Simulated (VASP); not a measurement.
Input:

```
NiSi2
1.0
    0.00000     2.69023     2.75038
    2.71339     0.00000     2.75038
    2.71339     2.69023     0.00000
Si Ni
2 1
Direct
  0.25000   0.25000   0.25000
  0.75000   0.75000   0.75000
  0.98768   0.01232   0.01232
```

Method: PBE GGA, VASP's PBE PAW potentials (set 64) (plane waves; VASP). Run with 400 eV cut-off, 5×5×5 Γ-centred mesh, first-order Methfessel-Paxton smearing of 0.10 eV, potentials Si Ni.

Gaps are read on the run's mesh, which can miss a band edge.

Problem. Estimate the energy per atom (σ→0), pressure, largest force, band gap (on the k-mesh) with the smallest direct gap where there is one.

Solution. 
```yaml
band gap (on the k-mesh): none (metal, semimetal or under 0.01 eV)
energy per atom (σ→0): -5.769 eV/atom
pressure: 10.8 kbar
largest_force: 0.662 eV/Å
```

The compound is NiSi2 in the fluorite structure. The cell was not relaxed at this level, atoms are displaced from their ideal sites. The k-mesh is coarse (spacing up to 0.40 per Å, 2π included), so the numbers may not be converged in it. The run is one of a series of settings (KPOINTS 5×5×5 Γ-centred mesh against the base run), some of them coarse on purpose. The run is not spin-polarised, so no magnetic state was tried.
